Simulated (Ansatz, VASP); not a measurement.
Given: the input of a run of Ansatz 0.2.0 on Y3Ge. The cell comes from a database or a generator and needn't be the stable form of this composition.

File input.yaml:

```yaml
crystal:
  lattice:
    - [-2.265394, 2.265394, 5.19702]
    - [2.265394, -2.265394, 5.19702]
    - [2.265394, 2.265394, -5.19702]
  atoms:
    - { symbol: "Y", position: [0.5, 0.5, 0.0] }
    - { symbol: "Y", position: [0.25, 0.75, 0.5] }
    - { symbol: "Y", position: [0.75, 0.25, 0.5] }
    - { symbol: Ge, position: [0.0, 0.0, 0.0] }
hamiltonian:
  xc: blyp
  pseudopotentials: { kind: paw }
  dispersion: d4
kpoints:
  mp_grid: { grid: [6, 6, 6] }
scf:
  occupations: { method: fermi_dirac, width: 0.05 }
output:
  forces: true
  stress: true
  eigenvalues: true
relax:
  f_tol: 0.01
  max_steps: 40
  cell: { stress_tol: 0.05 }
```

Potentials or basis: Ansatz PAW.

Launch:

```console
$ ansatz run input.yaml --threads 2 --pin off --max-ram 5632MiB --backend cpu --events-out ev --progress --plain --runs-dir out
```

Problem. Set up the same calculation for VASP 6.6.1. Potentials or basis there: PBE PAW files Ge_d, Y_sv, 600 eV.

Solution. As run (cutoffs and basis follow the program's own potentials, and thresholds, step limits or extra output files can differ):

INCAR

```
PREC     = Accurate       # precision mode
ENCUT    = 600            # plane-wave cutoff, eV
EDIFF    = 1E-7           # SCF threshold, eV
ISMEAR   = -1             # smearing method
SIGMA    = 0.05           # smearing width, eV
LREAL    = F              # projectors in reciprocal space
LASPH    = T              # aspherical terms in the spheres
NELM     = 80             # most SCF steps
ALGO     = Normal         # electronic algorithm
ISIF     = 3              # what is computed and relaxed
LWAVE    = F              # write WAVECAR
LCHARG   = F              # write CHGCAR
GGA      = B5             # functional
ALDAX    = 1.0          
AGGAX    = 1.0          
AGGAC    = 1.0          
ALDAC    = 0.0          
IVDW     = 13             # dispersion correction
VDW_S6   = 1.0          
VDW_S8   = 2.34076671   
VDW_A1   = 0.44488865   
VDW_A2   = 4.0933009    
IBRION   = 2              # ionic algorithm
NSW      = 60             # ionic steps
EDIFFG   = -0.005         # ionic threshold
```

The input KPOINTS:

```
Automatic mesh
0
Gamma
  6 6 6
```

File POSCAR:

```
Y3Ge
1.0
   -2.2653940000      2.2653940000      5.1970200000
    2.2653940000     -2.2653940000      5.1970200000
    2.2653940000      2.2653940000     -5.1970200000
Y Ge
3 1
Direct
    0.5000000000      0.5000000000      0.0000000000
    0.2500000000      0.7500000000      0.5000000000
    0.7500000000      0.2500000000      0.5000000000
    0.0000000000      0.0000000000      0.0000000000
```

Potentials or basis: VASP PAW PBE potentials, release 64 (Y_sv, Ge_d).

Run with:

```sh
$ cat potpaw_PBE.64/Y_sv/POTCAR potpaw_PBE.64/Ge_d/POTCAR > POTCAR
$ mpirun -np 1 vasp_std > vasp.out
```

Both were run:

|  | Ansatz | VASP |
| --- | --- | --- |
| Relaxed volume | 26.15 Å³/atom | 26.11 Å³/atom |
| Relaxed cell | a = 6.080 Å, b = 6.080 Å, c = 6.080 Å, α = 136.64°, β = 136.64°, γ = 62.99° | a = 6.075 Å, b = 6.075 Å, c = 6.075 Å, α = 136.62°, β = 136.62°, γ = 63.03° |
| Space group after relaxing | I4/mmm (No. 139) | I4/mmm (No. 139) |
| Pressure after relaxing | 0.0 GPa | 0.0 GPa |

Ansatz's pressure holds a Pulay term of +0.01 GPa for its cutoff of 420 eV, which the other run lacks.

Ansatz's potentials were made for PBE. VASP's potentials were made for PBE.

Where Ansatz's input types no cutoff or centring, it takes its own default and a Γ-centred mesh.

Pressure is positive in compression.
